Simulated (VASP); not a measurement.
Here is the system:

```xyz
2
Lattice="0.0000 2.7300 2.7300 2.7300 0.0000 2.7300 2.7300 2.7300 0.0000" Properties=species:S:1:pos:R:3 pbc="T T T"
Mg     0.0000     0.0000     0.0000
Se     2.7300     2.7300     2.7300
```

Calculation: PBE GGA, VASP's PBE PAW potentials (set 64) (plane waves; VASP 6.6.1). Settings: 520 eV cut-off, 8×8×8 Γ-centred mesh, Gaussian smearing of 0.050 eV, potentials Mg Se.

Energy and stress use the plane-wave basis of the starting cell.

**Question.** The ions, cell shape and volume are relaxed. Which structure does the run end with?

**Answer.** 
```xyz
2
Lattice="0.0000 2.7521 2.7521 2.7521 0.0000 2.7521 2.7521 2.7521 0.0000" Properties=species:S:1:pos:R:3 pbc="T T T"
Mg     0.0000     0.0000     0.0000
Se     2.7521     2.7521     2.7521
```
Space group Fm-3m (225), at a tolerance of 0.03 Å.

**Question.** How do energy and volume change from the first to the last step?

**Answer.** The energy (σ→0) changes by -2.4 meV/atom and the volume by +2.4 %, in 3 ionic steps.

The compound is MgSe in the rock salt structure. This run relaxes it. Symmetry was kept, so distortions that lower it aren't found.
